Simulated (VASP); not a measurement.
# TaSi2: accuracy against cost in the number of MPI ranks and smearing, part 3 of 4

How sensitive are energy, pressure and forces of TaSi2 to the number of MPI ranks and smearing? The series runs use LDA. The start is a cell from a database of measured crystal structures.

VASP 6.6.1; LDA; plane waves and PAW (Ta_pv, Si).

Still holding for the runs below: This run has no spin polarisation. Its electron count is odd, so without a moment it is a metal by construction. The k-mesh is coarse for a metal.

So far. Step 11 (Smearing: ISMEAR = -1, SIGMA = 0.5): Against the run before the energy at zero width moves by +10.43 meV an atom and the pressure by +1.54 GPa, after 17 cycles in 14 s. The entropy term T·S comes to 275.90 meV an atom in size.

The database entry behind the starting cell has ideal inner coordinates that were not refined, so it need not match the best structure at ambient conditions.

## Step 12: Smearing: ISMEAR = 2, SIGMA = 0.01

The input, INCAR:

```
SYSTEM = TaSi2
PREC = Accurate
ENCUT = 400
EDIFF = 1E-06
NELM = 100
ISMEAR = 2
SIGMA = 0.01
LREAL = .FALSE.
ALGO = Normal
GGA = CA
NBANDS = 37
LASPH = .TRUE.
LORBIT = 11
LWAVE = .FALSE.
LCHARG = .FALSE.
KPAR = 8
ISIF = 2
```

The input, POSCAR:

```
TaSi2
1.0
    4.7800000000      0.0000000000      0.0000000000
   -2.3900000000      4.1396014301      0.0000000000
    0.0000000000      0.0000000000      6.5640000000
Ta Si
3 6
Direct
    0.5000000000      0.0000000000      0.5000000000
    0.5000000000      0.5000000000      0.8333333333
    0.0000000000      0.5000000000      0.1666666667
    0.1666500000      0.3333000000      0.5000000000
    0.8333500000      0.1666500000      0.8333333333
    0.6667000000      0.8333500000      0.1666666667
    0.8333500000      0.6667000000      0.5000000000
    0.1666500000      0.8333500000      0.8333333333
    0.3333000000      0.1666500000      0.1666666667
```

The input, KPOINTS:

```
Automatic mesh
0
Gamma
6 6 4
0 0 0
```

PAW data sets: Ta_pv and Si (PBE family, release 64).

The run is started by

```console
mpirun -np 8 vasp_std
```

Log:

```text
[... set-up lines as in an earlier step ...]
 entering main loop
       N       E                     dE             d eps       ncg     rms          rms(c)
DAV:   1     0.337907588770E+03    0.33791E+03   -0.24392E+04  1586   0.119E+03
DAV:   2    -0.640228842199E+02   -0.40193E+03   -0.39276E+03  1814   0.330E+02
DAV:   3    -0.809934665157E+02   -0.16971E+02   -0.16671E+02  1975   0.617E+01
DAV:   4    -0.813012730370E+02   -0.30781E+00   -0.30606E+00  1988   0.827E+00
[...]
DAV:  10    -0.789417844106E+02    0.17629E-03   -0.57993E-04  1957   0.143E-01    0.529E-02
DAV:  11    -0.789417807873E+02    0.36233E-05   -0.28286E-05  1988   0.274E-02    0.150E-02
DAV:  12    -0.789417798166E+02    0.97064E-06   -0.54387E-06  1748   0.127E-02
   1 F= -.78941780E+02 E0= -.78941770E+02  d E =-.402989E-04
```

Elapsed: 15 s, on 8 MPI ranks of Intel Xeon Platinum 8375C at 2.90GHz (Ice Lake), shared host; peak memory 1.7 GiB; 1.9 min of CPU time.

From OUTCAR (step 12):

```text
  Total       -3.5830564     -3.5830564     -1.0615257      0.0000000     -0.0000000      0.0000000
  in kB      -44.1986723    -44.1986723    -13.0944149      0.0000000     -0.0000000      0.0000000
  external PRESSURE =     -33.8305865 kB  Pullay stress =       0.0000000 kB

 POSITION                                       TOTAL-FORCE (eV/Angst)
 -----------------------------------------------------------------------------------
      2.39000      0.00000      3.28200         0.000000     -0.000000      0.000000
      1.19500      2.06980      5.47000         0.000000     -0.000000      0.000000
     -1.19500      2.06980      1.09400         0.000000     -0.000000     -0.000000
     -0.00000      1.37973      3.28200         0.000000     -0.671133     -0.000000
      3.58512      0.68986      5.47000         0.581218     -0.335566     -0.000000
      1.19512      3.44974      1.09400         0.581218      0.335566     -0.000000
      2.39000      2.75987      3.28200         0.000000      0.671133     -0.000000
     -1.19512      3.44974      5.47000        -0.581218      0.335566     -0.000000
      1.19488      0.68986      1.09400        -0.581218     -0.335566     -0.000000
 -----------------------------------------------------------------------------------
    total drift:                               -0.000000      0.000000      0.000000

  FREE ENERGIE OF THE ION-ELECTRON SYSTEM (eV)
  ---------------------------------------------------
  free  energy   TOTEN  =       -78.9417798166 eV

  energy  without entropy=      -78.9417395178  energy(sigma->0) =      -78.94176974

[... 2 parts as in an earlier step ...]

[... 1 further part left out ...]
[key lines of the parts left out:]
E-fermi :   9.1167
```

Against the first of the series the energy at zero width moves by +0.02 meV an atom and the pressure by -0.02 GPa, after 12 cycles in 15 s. The entropy term T·S comes to 0.00 meV an atom in size.

## Step 13: Smearing: ISMEAR = 2, SIGMA = 0.05

INCAR, as its differences from that of step 12:

```diff
@@ -6,3 +6,3 @@
 ISMEAR = 2
-SIGMA = 0.01
+SIGMA = 0.05
 LREAL = .FALSE.
```

POSCAR is that of step 12.

KPOINTS is that of step 12.

The run is started by

```console
mpirun -np 8 vasp_std
```

Log:

```text
[... set-up lines as in an earlier step ...]
 entering main loop
       N       E                     dE             d eps       ncg     rms          rms(c)
DAV:   1     0.337906726694E+03    0.33791E+03   -0.24392E+04  1586   0.119E+03
DAV:   2    -0.640234114373E+02   -0.40193E+03   -0.39277E+03  1814   0.330E+02
DAV:   3    -0.809940716532E+02   -0.16971E+02   -0.16669E+02  1975   0.617E+01
DAV:   4    -0.813018545379E+02   -0.30778E+00   -0.30601E+00  1988   0.827E+00
[...]
DAV:  10    -0.789420323887E+02    0.17910E-03   -0.57193E-04  1949   0.142E-01    0.517E-02
DAV:  11    -0.789420285343E+02    0.38544E-05   -0.29095E-05  1980   0.282E-02    0.149E-02
DAV:  12    -0.789420276626E+02    0.87173E-06   -0.48175E-06  1740   0.119E-02
   1 F= -.78942028E+02 E0= -.78941909E+02  d E =-.475399E-03
```

It took 11 s on 8 MPI ranks; peak memory 1.7 GiB; 83 s of CPU time.

From OUTCAR (step 13):

```text
  Total       -3.5203938     -3.5203938     -1.1462393      0.0000000      0.0000000      0.0000000
  in kB      -43.4257006    -43.4257006    -14.1393968      0.0000000      0.0000000      0.0000000
  external PRESSURE =     -33.6635993 kB  Pullay stress =       0.0000000 kB

 POSITION                                       TOTAL-FORCE (eV/Angst)
 -----------------------------------------------------------------------------------
      2.39000      0.00000      3.28200        -0.000000     -0.000000      0.000000
      1.19500      2.06980      5.47000        -0.000000     -0.000000      0.000000
     -1.19500      2.06980      1.09400        -0.000000      0.000000      0.000000
     -0.00000      1.37973      3.28200         0.000000     -0.684562     -0.000000
      3.58512      0.68986      5.47000         0.592848     -0.342281     -0.000000
      1.19512      3.44974      1.09400         0.592848      0.342281     -0.000000
      2.39000      2.75987      3.28200        -0.000000      0.684562     -0.000000
     -1.19512      3.44974      5.47000        -0.592848      0.342281     -0.000000
      1.19488      0.68986      1.09400        -0.592848     -0.342281      0.000000
 -----------------------------------------------------------------------------------
    total drift:                               -0.000000      0.000000      0.000000

  FREE ENERGIE OF THE ION-ELECTRON SYSTEM (eV)
  ---------------------------------------------------
  free  energy   TOTEN  =       -78.9420276626 eV

  energy  without entropy=      -78.9415522638  energy(sigma->0) =      -78.94190881

[... 2 parts as in an earlier step ...]

[... 1 further part left out ...]
[key lines of the parts left out:]
E-fermi :   9.1255
```

Against the run before the energy at zero width moves by -0.02 meV an atom and the pressure by +0.02 GPa, after 12 cycles in 11 s. The entropy term T·S comes to 0.05 meV an atom in size.

## Step 14: Smearing: ISMEAR = 2, SIGMA = 0.1

INCAR, as its differences from that of step 13:

```diff
@@ -6,3 +6,3 @@
 ISMEAR = 2
-SIGMA = 0.05
+SIGMA = 0.1
 LREAL = .FALSE.
```

POSCAR is that of step 13.

KPOINTS is that of step 13.

The run is started by

```console
mpirun -np 8 vasp_std
```

Log:

```text
[... set-up lines as in an earlier step ...]
 entering main loop
       N       E                     dE             d eps       ncg     rms          rms(c)
DAV:   1     0.337905824556E+03    0.33791E+03   -0.24392E+04  1586   0.119E+03
DAV:   2    -0.640235934679E+02   -0.40193E+03   -0.39276E+03  1814   0.330E+02
DAV:   3    -0.809937422881E+02   -0.16970E+02   -0.16667E+02  1975   0.617E+01
DAV:   4    -0.813016840039E+02   -0.30794E+00   -0.30607E+00  1988   0.827E+00
[...]
DAV:  10    -0.789426142381E+02    0.17640E-03   -0.57412E-04  1949   0.141E-01    0.526E-02
DAV:  11    -0.789426102793E+02    0.39589E-05   -0.30245E-05  1980   0.283E-02    0.149E-02
DAV:  12    -0.789426094569E+02    0.82231E-06   -0.47611E-06  1732   0.117E-02
   1 F= -.78942609E+02 E0= -.78942270E+02  d E =-.135626E-02
```

Wall time 10 s (8 MPI ranks); peak memory 1.7 GiB.

From OUTCAR (step 14):

```text
  Total       -3.4141304     -3.4141304     -1.2558089      0.0000000     -0.0000000      0.0000000
  in kB      -42.1148913    -42.1148913    -15.4909890      0.0000000     -0.0000000      0.0000000
  external PRESSURE =     -33.2402572 kB  Pullay stress =       0.0000000 kB

 POSITION                                       TOTAL-FORCE (eV/Angst)
 -----------------------------------------------------------------------------------
      2.39000      0.00000      3.28200        -0.000000      0.000000     -0.000000
      1.19500      2.06980      5.47000        -0.000000      0.000000      0.000000
     -1.19500      2.06980      1.09400        -0.000000      0.000000      0.000000
     -0.00000      1.37973      3.28200        -0.000000     -0.687132      0.000000
      3.58512      0.68986      5.47000         0.595073     -0.343566      0.000000
      1.19512      3.44974      1.09400         0.595073      0.343566     -0.000000
      2.39000      2.75987      3.28200        -0.000000      0.687132     -0.000000
     -1.19512      3.44974      5.47000        -0.595073      0.343566     -0.000000
      1.19488      0.68986      1.09400        -0.595073     -0.343566     -0.000000
 -----------------------------------------------------------------------------------
    total drift:                               -0.000000      0.000000      0.000000

  FREE ENERGIE OF THE ION-ELECTRON SYSTEM (eV)
  ---------------------------------------------------
  free  energy   TOTEN  =       -78.9426094569 eV

  energy  without entropy=      -78.9412531935  energy(sigma->0) =      -78.94227039

[... 2 parts as in an earlier step ...]

[... 1 further part left out ...]
[key lines of the parts left out:]
E-fermi :   9.1302
```

Against the run before the energy at zero width moves by -0.04 meV an atom and the pressure by +0.04 GPa, after 12 cycles in 10 s. The entropy term T·S comes to 0.15 meV an atom in size.

## Step 15: Smearing: ISMEAR = 2, SIGMA = 0.2

INCAR, as its differences from that of step 14:

```diff
@@ -6,3 +6,3 @@
 ISMEAR = 2
-SIGMA = 0.1
+SIGMA = 0.2
 LREAL = .FALSE.
```

POSCAR is that of step 14.

KPOINTS is that of step 14.

The run is started by

```console
mpirun -np 8 vasp_std
```

Log:

```text
[... set-up lines as in an earlier step ...]
 entering main loop
       N       E                     dE             d eps       ncg     rms          rms(c)
DAV:   1     0.337904621237E+03    0.33790E+03   -0.24392E+04  1586   0.119E+03
DAV:   2    -0.640226819108E+02   -0.40193E+03   -0.39276E+03  1814   0.330E+02
DAV:   3    -0.809939689389E+02   -0.16971E+02   -0.16664E+02  1975   0.617E+01
DAV:   4    -0.813004278322E+02   -0.30646E+00   -0.30473E+00  1988   0.826E+00
[...]
DAV:  10    -0.789437950396E+02    0.17153E-03   -0.55762E-04  1957   0.138E-01    0.539E-02
DAV:  11    -0.789437911822E+02    0.38574E-05   -0.30357E-05  1996   0.279E-02    0.149E-02
DAV:  12    -0.789437904000E+02    0.78220E-06   -0.46299E-06  1716   0.114E-02
   1 F= -.78943790E+02 E0= -.78942765E+02  d E =-.410359E-02
```

It took 10 s on 8 MPI ranks; peak memory 1.7 GiB; 77 s of CPU time.

OUTCAR, selected parts (step 15):

```text
  Total       -3.2938712     -3.2938712     -1.3599357      0.0000000      0.0000000      0.0000000
  in kB      -40.6314388    -40.6314388    -16.7754419      0.0000000      0.0000000      0.0000000
  external PRESSURE =     -32.6794398 kB  Pullay stress =       0.0000000 kB

 POSITION                                       TOTAL-FORCE (eV/Angst)
 -----------------------------------------------------------------------------------
      2.39000      0.00000      3.28200         0.000000     -0.000000      0.000000
      1.19500      2.06980      5.47000         0.000000     -0.000000     -0.000000
     -1.19500      2.06980      1.09400         0.000000     -0.000000     -0.000000
     -0.00000      1.37973      3.28200         0.000000     -0.678672     -0.000000
      3.58512      0.68986      5.47000         0.587747     -0.339336     -0.000000
      1.19512      3.44974      1.09400         0.587747      0.339336      0.000000
      2.39000      2.75987      3.28200         0.000000      0.678672      0.000000
     -1.19512      3.44974      5.47000        -0.587747      0.339336      0.000000
      1.19488      0.68986      1.09400        -0.587747     -0.339336      0.000000
 -----------------------------------------------------------------------------------
    total drift:                               -0.000000      0.000000      0.000000

  FREE ENERGIE OF THE ION-ELECTRON SYSTEM (eV)
  ---------------------------------------------------
  free  energy   TOTEN  =       -78.9437904000 eV

  energy  without entropy=      -78.9396868056  energy(sigma->0) =      -78.94276450

[... 2 parts as in an earlier step ...]

[... 1 further part left out ...]
[key lines of the parts left out:]
E-fermi :   9.1466
```

Against the run before the energy at zero width moves by -0.05 meV an atom and the pressure by +0.06 GPa, after 12 cycles in 10 s. The entropy term T·S comes to 0.46 meV an atom in size.

## Step 16: Smearing: ISMEAR = 2, SIGMA = 0.5

INCAR, as its differences from that of step 15:

```diff
@@ -6,3 +6,3 @@
 ISMEAR = 2
-SIGMA = 0.2
+SIGMA = 0.5
 LREAL = .FALSE.
```

POSCAR is that of step 15.

KPOINTS is that of step 15.

The run is started by

```console
mpirun -np 8 vasp_std
```

Log:

```text
[... set-up lines as in an earlier step ...]
 entering main loop
       N       E                     dE             d eps       ncg     rms          rms(c)
DAV:   1     0.337899097322E+03    0.33790E+03   -0.24392E+04  1586   0.119E+03
DAV:   2    -0.640223167388E+02   -0.40192E+03   -0.39271E+03  1814   0.330E+02
DAV:   3    -0.810013821639E+02   -0.16979E+02   -0.16660E+02  1975   0.617E+01
DAV:   4    -0.813117167517E+02   -0.31033E+00   -0.30754E+00  1988   0.827E+00
[...]
DAV:  10    -0.789622093006E+02    0.16606E-03   -0.53256E-04  1957   0.133E-01    0.547E-02
DAV:  11    -0.789622055705E+02    0.37300E-05   -0.29922E-05  1988   0.273E-02    0.148E-02
DAV:  12    -0.789622048229E+02    0.74762E-06   -0.43263E-06  1708   0.110E-02
   1 F= -.78962205E+02 E0= -.78950281E+02  d E =-.476957E-01
```

The job ended after 11 s (8 MPI ranks; peak memory 1.7 GiB; 82 s of CPU time).

OUTCAR, selected parts (step 16):

```text
  Total       -3.1822507     -3.1822507     -1.4954898      0.0000000     -0.0000000     -0.0000000
  in kB      -39.2545473    -39.2545473    -18.4475646      0.0000000     -0.0000000     -0.0000000
  external PRESSURE =     -32.3188864 kB  Pullay stress =       0.0000000 kB

 POSITION                                       TOTAL-FORCE (eV/Angst)
 -----------------------------------------------------------------------------------
      2.39000      0.00000      3.28200         0.000000      0.000000      0.000000
      1.19500      2.06980      5.47000        -0.000000      0.000000     -0.000000
     -1.19500      2.06980      1.09400         0.000000      0.000000     -0.000000
     -0.00000      1.37973      3.28200        -0.000000     -0.674281      0.000000
      3.58512      0.68986      5.47000         0.583945     -0.337141     -0.000000
      1.19512      3.44974      1.09400         0.583945      0.337141      0.000000
      2.39000      2.75987      3.28200         0.000000      0.674281      0.000000
     -1.19512      3.44974      5.47000        -0.583945      0.337141      0.000000
      1.19488      0.68986      1.09400        -0.583945     -0.337141      0.000000
 -----------------------------------------------------------------------------------
    total drift:                               -0.000000      0.000000      0.000000

  FREE ENERGIE OF THE ION-ELECTRON SYSTEM (eV)
  ---------------------------------------------------
  free  energy   TOTEN  =       -78.9622048229 eV

  energy  without entropy=      -78.9145090885  energy(sigma->0) =      -78.95028089

[... 2 parts as in an earlier step ...]

[... 1 further part left out ...]
[key lines of the parts left out:]
E-fermi :   9.1402
```

Against the run before the energy at zero width moves by -0.84 meV an atom and the pressure by +0.04 GPa, after 12 cycles in 11 s. The entropy term T·S comes to 5.30 meV an atom in size.

[end of part 3 of 4]

[Lines on the potential files, build, host, timing and source positions are cut from VASP's logs without a mark.]

[Logs are printed without paths, hosts, clocks, repeated set-up lines and the standing remarks that a program may print on its own settings, such as how far it seeks lower states.]

[Hosts, paths, dates, database ids (printed as entryN), source tags and the programs' standing remarks are cut or masked in the printed files.]

[A measured line is paired with the nearest computed mode of its activity, which favours agreement.]
